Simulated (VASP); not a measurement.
Write the native input for VASP 6.6.1 that does the following.

| Property | Result |
| --- | --- |
| Task | relaxation of cell and atoms |
| Functional | PBEsol |
| Potentials or basis | VASP PAW PBE potentials, release 64 (Zr_sv, C_s) |
| Cutoff | 480 eV |
| k mesh | 16 × 16 × 16 |
| Occupations | gaussian, width 0.1 eV |
| Spin | no spin polarisation |
| Further INCAR settings | ALGO = Normal; EDIFF = 1e-07; IBRION = 2; EDIFFG = -0.005; NSW = 90; ISIF = 3 |

The structure of ZrC lies in POSCAR:

```
ZrC
1.0
    0.0000000000      2.3502110000      2.3502110000
    2.3502110000      0.0000000000      2.3502110000
    2.3502110000      2.3502110000      0.0000000000
Zr C
1 1
Direct
    0.5000000000      0.5000000000      0.5000000000
    0.0000000000      0.0000000000      0.0000000000
```

One way to write it, as run:

INCAR

```
PREC = Accurate ; ENCUT = 480
EDIFF = 1E-7 ; ISMEAR = 0
SIGMA = 0.1 ; LREAL = F
LASPH = T ; NELM = 80
ALGO = Normal ; ISIF = 3
LWAVE = F ; LCHARG = F
GGA = PS ; IBRION = 2
NSW = 90 ; EDIFFG = -0.005
```

KPOINTS

```
Automatic mesh
0
Gamma
  16 16 16
```

Potentials or basis: VASP PAW PBE potentials, release 64 (Zr_sv, C_s).

The run is started by

```bash
$ cat potpaw_PBE.64/Zr_sv/POTCAR potpaw_PBE.64/C_s/POTCAR > POTCAR
$ mpirun -np 1 vasp_std > vasp.out
```

Results of the run:

```
Relaxed volume                         : 12.74 Å³/atom
Relaxed cell                           : a = 3.303 Å, b = 3.303 Å, c = 3.303 Å, α = 60.00°, β = 60.00°, γ = 60.00°
Space group after relaxing (to 0.05 Å) : Fm-3m (No. 225)
Energy gained by relaxing              : 3.3 meV/atom
Ionic steps                            : 3
Pressure after relaxing                : 0.0 GPa
Band gap on the k mesh                 : none (metal or under the smearing width)
```

Caveat: the PAW data sets were made with another functional, which shifts forces and pressure a little.

It took 46 s on 1 thread of Intel(R) Xeon(R) Platinum 8559C (Emerald Rapids), on a shared host, peak memory 0.17 GiB.
